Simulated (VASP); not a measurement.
A run of VASP 6.6.1:

Contents of INCAR:

```
SYSTEM = Si
PREC = Accurate ; ENCUT = 700
EDIFF = 1E-7 ; ISMEAR = 0
SIGMA = 0.02 ; LREAL = .FALSE.
LASPH = .TRUE. ; NELM = 60
ALGO = Normal ; ISIF = 2
LWAVE = .FALSE. ; LCHARG = .FALSE.
GGA = PE ; NBANDS = 11
```

Contents of KPOINTS:

```
regular mesh
0
G
  8 8 8
  0 0 0
```

POSCAR

```
Si
1.0
    0.0000000000      2.7135600000      2.7135600000
    2.7135600000      0.0000000000      2.7135600000
    2.7135600000      2.7135600000      0.0000000000
Si
2
Direct
    0.7500000000      0.7500000000      0.7500000000
    0.5000000000      0.5000000000      0.5000000000
```

Potentials or basis: VASP PAW PBE potentials, release 64 (Si).

Run with:

```bash
$ cat potpaw_PBE.64/Si/POTCAR > POTCAR
$ mpirun -np 1 vasp_std > vasp.out
```

Hardware: 1 thread of Intel(R) Xeon(R) Platinum 8375C CPU @ 2.90GHz (Ice Lake), on a shared host.

**Question.** Estimate the wall time of this run.

**Answer.** Wall time 20 s on 1 thread of Intel(R) Xeon(R) Platinum 8375C CPU @ 2.90GHz (Ice Lake) (shared host), peak memory 0.18 GiB. Counts: scf iterations 13, k points 29.
